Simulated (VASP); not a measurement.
**Ru: a series in biaxial strain in the (0001) plane**

Wanted: the elastic response of Ru to biaxial strain in the (0001) plane, with a fit that predicts a row left out.

Calculated with VASP 6.6.1; r2SCAN; plane waves and PAW (Ru_pv), in the first sound run; inputs show where later runs differ.

### 1. Set-up

Symmetry: P6_3/mmc, No. 194, hexagonal system. Conventional cell: a = 2.700 Å, b = 2.700 Å, c = 4.277 Å, α = 90.00°, β = 90.00°, γ = 120.00°. Nearest to Ru lie 12 Ru at 2.65 to 2.70 Å.

Coordinates:

```xyz
2
Lattice="2.7000 0.0000 0.0000 -1.3500 2.3383 0.0000 0.0000 0.0000 4.2768" Properties=species:S:1:pos:R:3 pbc="T T T"
Ru    0.0000    0.0000    0.0000
Ru    0.0000    1.5588    2.1384
```

### 2. Relax the crystal, r2SCAN

The series starts from the cell that this level prefers, so that zero strain is near zero stress.

Level: r2SCAN; plane waves and PAW (Ru_pv).

Contents of INCAR:

```
SYSTEM = Ru
PREC = Accurate
ENCUT = 450
EDIFF = 1E-07
NELM = 120
ISMEAR = 1
SIGMA = 0.15
LREAL = .FALSE.
ALGO = Normal
METAGGA = R2SCAN
LASPH = .TRUE.
NBANDS = 20
LORBIT = 11
LWAVE = .FALSE.
LCHARG = .FALSE.
KPAR = 8
IBRION = 2
NSW = 40
ISIF = 3
EDIFFG = -0.005
POTIM = 0.4
```

Contents of POSCAR:

```
Ru
1.0
    2.7000000000      0.0000000000      0.0000000000
   -1.3500000000      2.3382685902      0.0000000000
    0.0000000000      0.0000000000      4.2768000000
Ru
2
Direct
    0.0000000000      0.0000000000      0.0000000000
    0.3333333333      0.6666666667      0.5000000000
```

Contents of KPOINTS:

```
Automatic mesh
0
Gamma
25 25 14
0 0 0
```

The projector-augmented-wave data sets are Ru_pv (PBE family, release 64).

Run with:

```
mpirun -np 8 vasp_std
```

What it wrote:

```text
[banner, memory and clock lines left out]
running    8 mpi-ranks, on    1 nodes
[...]
|                                                                             |
|           W    W    AA    RRRRR   N    N  II  N    N   GGGG   !!!           |
|           W    W   A  A   R    R  NN   N  II  NN   N  G    G  !!!           |
|           W    W  A    A  R    R  N N  N  II  N N  N  G       !!!           |
|           W WW W  AAAAAA  RRRRR   N  N N  II  N  N N  G  GGG   !            |
|           WW  WW  A    A  R   R   N   NN  II  N   NN  G    G                |
|           W    W  A    A  R    R  N    N  II  N    N   GGGG   !!!           |
|                                                                             |
|     For optimal performance we recommend to set                             |
|       NCORE = 2 up to number-of-cores-per-socket                            |
|     NCORE specifies how many cores store one orbital (NPAR=cpu/NCORE).      |
|     This setting can greatly improve the performance of VASP for DFT.       |
[...]
LDA part: xc-table for (None), standard interpolation
 POSCAR, INCAR and KPOINTS ok, starting setup
[...]
entering main loop
       N       E                     dE             d eps       ncg     rms          rms(c)
DAV:   1     0.234144551042E+03    0.23414E+03   -0.16030E+04 20824   0.141E+03
DAV:   2    -0.554799025884E+02   -0.28962E+03   -0.28151E+03 21460   0.447E+02
DAV:   3    -0.614223658490E+02   -0.59425E+01   -0.58911E+01 24124   0.721E+01
DAV:   4    -0.614758802113E+02   -0.53514E-01   -0.53323E-01 26632   0.647E+00
[...]
DAV:  13    -0.508552902849E+02   -0.14479E-06   -0.98071E-08 15484   0.235E-03    0.278E-04
DAV:  14    -0.508552904161E+02   -0.13117E-06   -0.26390E-09 11032   0.431E-04    0.850E-05
DAV:  15    -0.508552904410E+02   -0.24962E-07   -0.54658E-10 10640   0.203E-04
   1 F= -.50855290E+02 E0= -.50855390E+02  d E =-.508553E+02
[... from here on, the cycles between the ionic steps are left out ...]
   2 F= -.50854580E+02 E0= -.50854704E+02  d E =0.710829E-03
   3 F= -.50856026E+02 E0= -.50856133E+02  d E =-.735473E-03
   4 F= -.50856049E+02 E0= -.50856167E+02  d E =-.228713E-04
   5 F= -.50856144E+02 E0= -.50856256E+02  d E =-.117680E-03
[...]
reached required accuracy - stopping structural energy minimisation
```

Run time: 3.7 min. Hardware: 8 MPI ranks of AMD EPYC 9R45, shared host; peak memory 2.1 GiB.

Lines that name or quote the potential files are left out of all logs, and their timing lines are given in words.

Parts of OUTCAR (step 2):

```text
  Total        0.0024349      0.0024349      0.0030130      0.0000000      0.0000000      0.0000000
  in kB        0.1440137      0.1440137      0.1782065      0.0000000      0.0000000      0.0000000
  external PRESSURE =       0.1554113 kB  Pullay stress =       0.0000000 kB

 POSITION                                       TOTAL-FORCE (eV/Angst)
 -----------------------------------------------------------------------------------
      0.00000     -0.00000      4.26818         0.000000     -0.000000     -0.000000
     -0.00000      1.56296      2.13409        -0.000000      0.000000      0.000000
 -----------------------------------------------------------------------------------
    total drift:                                0.000000     -0.000000     -0.000000

  FREE ENERGIE OF THE ION-ELECTRON SYSTEM (eV)
  ---------------------------------------------------
  free  energy   TOTEN  =       -50.8561435939 eV

  energy  without entropy=      -50.8564818335  energy(sigma->0) =      -50.85625634

 reached required accuracy - stopping structural energy minimisation

[... 3 further parts left out ...]
[key lines of the parts left out:]
E-fermi :  12.7576
```

Numbers from this step:

| Item | Value |
| --- | --- |
| energy(sigma→0) of the program | -50.8563 eV |
| stress, compression positive | xx, yy, zz 0.01, 0.01, 0.02 GPa |
| volume | 27.089 Å³ |
| ionic steps | 5 |

### 3. Strain along the normal, r2SCAN

One member in full: the plane is strained by -1 %, and the strain along the normal is moved by secant steps until the normal stress is under 0.012 GPa or five steps are spent; the atoms relax at each step.

This step took 3 runs, each at a new trial strain with the atoms of the one before; the last is shown.

Level: r2SCAN; plane waves and PAW (Ru_pv).

Changes to INCAR since step 2:

```diff
@@ -15,7 +15,7 @@
 LCHARG = .FALSE.
-KPAR = 8
-IBRION = 2
-NSW = 40
-ISIF = 3
-EDIFFG = -0.005
-POTIM = 0.4
+KPAR = 2
+IBRION = 1
+NSW = 25
+ISIF = 2
+EDIFFG = -0.004
+POTIM = 0.3
```

Contents of POSCAR:

```
Ru
1.0
    2.6800491510      0.0000000000      0.0000000000
   -1.3400245750      2.3209906480      0.0000000000
    0.0000000000      0.0000000000      4.2920784850
Ru
2
Direct
    0.0000000000      0.0000000000      0.0000000000
    0.3333333333      0.6666666667      0.5000000000
```

KPOINTS is that of step 2.

Run with:

```
mpirun -np 2 vasp_std
```

What it wrote:

```text
[banner, memory and clock lines left out]
running    2 mpi-ranks, on    1 nodes
[...]
[... a notice as in an earlier step ...]

 LDA part: xc-table for (None), standard interpolation
 POSCAR, INCAR and KPOINTS ok, starting setup
[...]
entering main loop
       N       E                     dE             d eps       ncg     rms          rms(c)
DAV:   1     0.234656789920E+03    0.23466E+03   -0.16035E+04 20808   0.141E+03
DAV:   2    -0.553850535889E+02   -0.29004E+03   -0.28198E+03 21484   0.448E+02
DAV:   3    -0.613837708729E+02   -0.59987E+01   -0.59422E+01 24248   0.722E+01
DAV:   4    -0.614366241708E+02   -0.52853E-01   -0.52662E-01 26404   0.646E+00
[...]
DAV:  13    -0.508433412184E+02   -0.10993E-06   -0.87580E-08 14124   0.220E-03    0.295E-04
DAV:  14    -0.508433413678E+02   -0.14937E-06   -0.24680E-09 10848   0.443E-04    0.846E-05
DAV:  15    -0.508433413894E+02   -0.21638E-07   -0.63935E-10 10588   0.227E-04
   1 F= -.50843341E+02 E0= -.50843452E+02  d E =-.508433E+02
 BRION: g(F)=  0.792E-48 g(S)=  0.000E+00
 reached required accuracy - stopping structural energy minimisation
```

Wall time 3.2 min (2 MPI ranks); peak memory 0.51 GiB; 6.3 min of CPU time.

Parts of OUTCAR (step 3):

```text
  Total        1.2431784      1.2431784     -0.0015226      0.0000000      0.0000000      0.0000000
  in kB       74.6036763     74.6036763     -0.0913730      0.0000000      0.0000000      0.0000000
  external PRESSURE =      49.7053265 kB  Pullay stress =       0.0000000 kB

 POSITION                                       TOTAL-FORCE (eV/Angst)
 -----------------------------------------------------------------------------------
      0.00000      0.00000      0.00000        -0.000000     -0.000000      0.000000
      0.00000      1.54733      2.14604         0.000000      0.000000      0.000000
 -----------------------------------------------------------------------------------
    total drift:                                0.000000     -0.000000     -0.000000

  FREE ENERGIE OF THE ION-ELECTRON SYSTEM (eV)
  ---------------------------------------------------
  free  energy   TOTEN  =       -50.8433413894 eV

  energy  without entropy=      -50.8436733561  energy(sigma->0) =      -50.84345204

[... 2 parts as in an earlier step ...]

[... 2 further parts left out ...]
[key lines of the parts left out:]
E-fermi :  13.0221
```

Read from the output:

```
energy(sigma→0) of the program : -50.8435 eV
stress, compression positive   : xx, yy, zz 7.46, 7.46, -0.01 GPa
ionic steps                    : 1
```

### 4. The whole series

The other members went through these steps as far as the tables show, with the same cutoff and, step by step, the same mesh; 30 runs are not shown. The session took 3.6 core hours (wall time by ranks) on a shared machine.

| in-plane strain (%) | strain along the normal (%) | in-plane stress, tension positive (GPa) | energy above the unstrained row, extrapolated to no smearing (meV/atom) |
| --- | --- | --- | --- |
| -2.000 | 1.107 | -15.926 | 26.183 |
| -1.500 | 0.836 | -11.549 | 14.560 |
| -1.000 | 0.560 | -7.460 | 6.475 |
| -0.500 | 0.280 | ? | ? |
| 0 | 0.002 | -0.019 | 0.000 |
| 0.500 | -0.271 | 3.394 | 1.278 |
| 1.000 | -0.541 | 6.614 | 5.369 |
| 1.500 | -0.812 | 9.635 | 12.135 |
| 2.000 | -1.083 | 12.464 | 21.420 |

### 5. A fit to the known rows

A least-squares parabola through the 8 rows shown, with e the strain in %: stress = − 0.4273 e² + 7.077 e − 0.01034 (GPa), r.m.s. residual 0.035 GPa.

For the withheld row, e = -0.5, the fit gives -3.656 GPa.

### 6. Checking the prediction

The calculation gives -3.632 GPa, so the prediction is 0.024 GPa too low, within twice the residual of the fit.

Slopes at zero strain, from cubics through all rows: strain ratio -0.552, stress over strain 702 GPa. For (0001) the ratio is −2C₁₃/C₃₃.

### 7. Summary of results

| Quantity | Value |
| --- | --- |
| error of the predicted stress | -0.024 GPa |
| ratio of normal to in-plane strain | -0.552 |
| biaxial modulus | 702 GPa |

As a check, the curvature of the energy gives 699 GPa for the same modulus (energy per volume = M × strain²), 0 % from the slope of the stress. The energy also has a linear term worth 0.20 GPa that the stress column lacks, a mark of the finite basis or of the smearing. These are static values: temperature and zero-point motion are left out. In a metal the slopes also depend on mesh and smearing, which were held through the series.

[Lines on the potential files, build, host, timing and source positions are cut from VASP's logs without a mark.]

[Logs are printed without paths, hosts, clocks, repeated set-up lines and the standing remarks that a program may print on its own settings, such as how far it seeks lower states.]

[Hosts, paths, dates, database ids (printed as entryN), source tags and the programs' standing remarks are cut or masked in the printed files.]

[In band tables of VASP the shares of atoms and orbitals are scaled to a sum of 1 inside the atoms' spheres.]
